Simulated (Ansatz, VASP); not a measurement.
**Two plane-wave programs on GeCN2**

Contents of INCAR:

```
PREC = Accurate
ENCUT = 520
EDIFF = 1E-6
ISMEAR = 0
SIGMA = 0.05
LREAL = False
LASPH = True
NELM = 100
ALGO = Fast
ISIF = 2
LWAVE = False
LCHARG = False
GGA = PS
NBANDS = 22
```

File KPOINTS:

```
Automatic mesh
0
Gamma
  9 9 9
```

Contents of POSCAR:

```
GeCN2
1.0
    1.8834798882      1.0874276204      4.9219572124
   -1.8834798882      1.0874276204      4.9219572124
    0.0000000000     -2.1748552409      4.9219572124
Ge C N
1 1 2
Direct
    0.0000000000      0.0000000000      0.0000000000
    0.5000000000      0.5000000000      0.5000000000
    0.4160956000      0.4160956000      0.4160956000
    0.5839044000      0.5839044000      0.5839044000
```

Input for Ansatz:

```yaml
crystal:
  lattice:
    - [1.8834798882, 1.0874276204, 4.9219572124]
    - [-1.8834798882, 1.0874276204, 4.9219572124]
    - [0.0, -2.1748552409, 4.9219572124]
  atoms:
    - { symbol: Ge, position: [0.0, 0.0, 0.0] }
    - { symbol: C, position: [0.5, 0.5, 0.5] }
    - { symbol: "N", position: [0.4160956, 0.4160956, 0.4160956] }
    - { symbol: "N", position: [0.5839044, 0.5839044, 0.5839044] }
basis:
  ecutwfc: 420
kpoints:
  mp_grid: { grid: [9, 9, 9] }
hamiltonian:
  xc: pbesol
scf:
  occupations: { method: gaussian, width: 0.05 }
output:
  forces: true
  stress: true
  eigenvalues: true
```

Change from the starting cell: strain +0.050 along x and y, +0.000 along z, atoms carried along.

Alike in both runs: task single point; functional PBEsol; k mesh 9 × 9 × 9; occupations gaussian, width 0.05 eV; no spin polarisation.

|  | VASP | Ansatz |
| --- | --- | --- |
| version | VASP 6.6.1 | Ansatz 0.2.0 |
| potentials or method | VASP PAW PBE potentials, release 64 (Ge_d, C, N) | scalar-relativistic, plane waves, PAW |
| plane-wave cutoff (eV) | 520 | 420 |
| valence electrons in the cell | 28 | 28 |

VASP gave:

| Property | Result |
| --- | --- |
| gap on the k mesh at the Fermi level (eV) | 0.96 |
| least direct gap on the mesh (eV) | 1.90 |
| pressure (GPa) | -6.8 |
| largest component of the traceless stress (GPa) | 2.24 |
| rms of the force components (eV/Å) | 0.168 |

**Question.** Which values does Ansatz return?

**Answer.** gap on the k mesh at the Fermi level (eV): 0.96; least direct gap on the mesh (eV): 1.91; pressure (GPa): -6.9; largest component of the traceless stress (GPa): 1.63; rms of the force components (eV/Å): 0.117.

Atom by atom the forces differ by 0.051 eV/Å (rms over components).

Caveats: the standard files for N, O and F lose accuracy on very short bonds; the PAW data sets were made with another functional, which shifts forces and pressure a little (VASP); an odd mesh through Γ misses points on the zone boundary, where band edges often lie.
